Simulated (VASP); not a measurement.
These are PBE GGA, VASP's PBE PAW potentials (set 64) (plane waves; VASP) values and carry that method's errors.

VASP ran on this input.

### INCAR
```
SYSTEM = Al
PREC = Accurate; ENCUT = 520; LREAL = .FALSE.
LASPH = .TRUE.
EDIFF = 1E-6; NELM = 100; ALGO = Normal
ISMEAR = 1; SIGMA = 0.1
GGA = PE
IBRION = 2; NSW = 60; ISIF = 3
EDIFFG = -0.01
LWAVE = .FALSE.; LCHARG = .FALSE.
```

File POSCAR:
```
Al
1
    0.0000000000     2.0250000000     2.0250000000
    2.0250000000     0.0000000000     2.0250000000
    2.0250000000     2.0250000000     0.0000000000
Al
1
Direct
  0.0000000000   0.0000000000   0.0000000000
```

KPOINTS:
```
Regular mesh
0
Gamma
  14 14 14
```

POTCAR, in this order: Al (PBE.64 set). Program: vasp_std.

Output of the run:

### OSZICAR
```
       N       E                     dE             d eps       ncg     rms          rms(c)
DAV:   1    -0.162225259131E+01   -0.16223E+01   -0.91318E+02  1100   0.336E+02
DAV:   2    -0.374332542004E+01   -0.21211E+01   -0.20399E+01  1360   0.319E+01
DAV:   3    -0.376050797273E+01   -0.17183E-01   -0.16875E-01  1385   0.326E+00
DAV:   4    -0.376057727645E+01   -0.69304E-04   -0.69031E-04  1395   0.187E-01
DAV:   5    -0.376057765345E+01   -0.37700E-06   -0.37675E-06  1395   0.124E-02    0.130E+00
DAV:   6    -0.374735669821E+01    0.13221E-01   -0.17542E-03  1235   0.317E-01    0.754E-01
DAV:   7    -0.373772708471E+01    0.96296E-02   -0.52480E-03  1245   0.514E-01    0.146E-01
DAV:   8    -0.373772229150E+01    0.47932E-05   -0.24273E-05  1310   0.528E-02    0.672E-03
DAV:   9    -0.373772084738E+01    0.14441E-05   -0.10118E-06  1305   0.693E-03    0.121E-03
DAV:  10    -0.373772044391E+01    0.40347E-06   -0.51779E-09   720   0.791E-04
   1 F= -.37377204E+01 E0= -.37378440E+01  d E =-.373772E+01
       N       E                     dE             d eps       ncg     rms          rms(c)
DAV:   1    -0.373821099835E+01   -0.49015E-03   -0.75239E-03  1330   0.550E-01    0.725E-02
DAV:   2    -0.373818027107E+01    0.30727E-04   -0.47203E-05  1130   0.598E-02    0.269E-02
DAV:   3    -0.373815978945E+01    0.20482E-04   -0.69060E-06  1320   0.167E-02    0.840E-03
DAV:   4    -0.373815870305E+01    0.10864E-05   -0.64888E-07   740   0.511E-03    0.459E-03
DAV:   5    -0.373815876808E+01   -0.65031E-07   -0.37293E-08   595   0.171E-03
   2 F= -.37381588E+01 E0= -.37382813E+01  d E =-.438324E-03
       N       E                     dE             d eps       ncg     rms          rms(c)
DAV:   1    -0.373817369326E+01   -0.14990E-04   -0.15870E-04  1315   0.797E-02    0.108E-02
DAV:   2    -0.373817281969E+01    0.87357E-06   -0.98105E-07  1000   0.872E-03
   3 F= -.37381728E+01 E0= -.37382968E+01  d E =-.452376E-03
```

OUTCAR:
```
------------------------ aborting loop because EDIFF is reached ----------------------------------------
  FORCE on cell =-STRESS in cart. coord.  units (eV):
  Direction    XX          YY          ZZ          XY          YZ          ZX
  --------------------------------------------------------------------------------------
  Total        0.0014067      0.0014067      0.0014067     -0.0000000      0.0000000     -0.0000000
  in kB        0.1371460      0.1371460      0.1371460     -0.0000000      0.0000000     -0.0000000
  external PRESSURE =       0.1371460 kB  Pullay stress =       0.0000000 kB
  volume of cell :       16.43
      direct lattice vectors                 reciprocal lattice vectors
    -0.000000000  2.017898675  2.017898675    -0.247782511  0.247782511  0.247782511
     2.017898675 -0.000000000  2.017898675     0.247782511 -0.247782511  0.247782511
     2.017898675  2.017898675 -0.000000000     0.247782511  0.247782511 -0.247782511
 POSITION                                       TOTAL-FORCE (eV/Angst)
 -----------------------------------------------------------------------------------
      0.00000      0.00000      0.00000         0.000000      0.000000     -0.000000
 -----------------------------------------------------------------------------------
    total drift:                                0.000000      0.000000      0.000000
  FREE ENERGIE OF THE ION-ELECTRON SYSTEM (eV)
  ---------------------------------------------------
  free  energy   TOTEN  =        -3.7381728197 eV

  energy  without entropy=       -3.7385447641  energy(sigma->0) =       -3.73829680

 reached required accuracy - stopping structural energy minimisation
```
(Selected blocks of OUTCAR.)

### CONTCAR
```
Al
   1.00000000000000
    -0.0000000000000000    2.0178986748731482    2.0178986748731482
     2.0178986748731482   -0.0000000000000000    2.0178986748731482
     2.0178986748731482    2.0178986748731482   -0.0000000000000000
  Al
     1
Direct
     0.0000000000000000    0.0000000000000000    0.0000000000000000
```

### OUTCAR
```
 val. band max:        7.9999134394   @ k =  -0.3571   0.4286   0.2143

 cond. band min:       8.0540800211   @ k =   0.5000   0.2857   0.0000


 Fermi energy:         8.0014671503

 k-point     1 :       0.0000    0.0000    0.0000
  band No.  band energies     occupation
      1      -3.1206      2.00000
      2      20.6831      0.00000
      3      20.6831      0.00000
      4      20.6831      0.00000
      5      22.2049      0.00000

 k-point     2 :       0.0714    0.0000    0.0000
  band No.  band energies     occupation
      1      -2.9816      2.00000
      2      18.5452      0.00000
      3      20.2302      0.00000
      4      20.2302      0.00000
      5      22.8407      0.00000

 k-point     3 :       0.1429    0.0000    0.0000
  band No.  band energies     occupation
      1      -2.5652      2.00000
      2      15.6534      0.00000
      3      19.5981      0.00000
      4      19.5981      0.00000
      5      22.7471      0.00000

 k-point     4 :       0.2143    0.0000    0.0000
  band No.  band energies     occupation
      1      -1.8741      2.00000
      2      12.8363      0.00000
      3      19.1320      0.00000
      4      19.1320      0.00000
      5      22.5182      0.00000

 k-point     5 :       0.2857    0.0000    0.0000
  band No.  band energies     occupation
      1      -0.9120      2.00000
      2      10.1900      0.00000
      3      18.8812      0.00000
      4      18.8812      0.00000
      5      22.2092      0.00000

 k-point     6 :       0.3571    0.0000    0.0000
  band No.  band energies     occupation
      1       0.3155      2.00000
      2       7.7489      2.00207
      3      18.8577      0.00000
      4      18.8577      0.00000
      5      21.0877      0.00000

 k-point     7 :       0.4286    0.0000    0.0000
  band No.  band energies     occupation
      1       1.8014      2.00000
      2       5.5318      2.00000
      3      19.0657      0.00000
...
```

The compound is Al in the fcc structure. This run relaxes it. Symmetry was kept, so distortions that lower it aren't found.
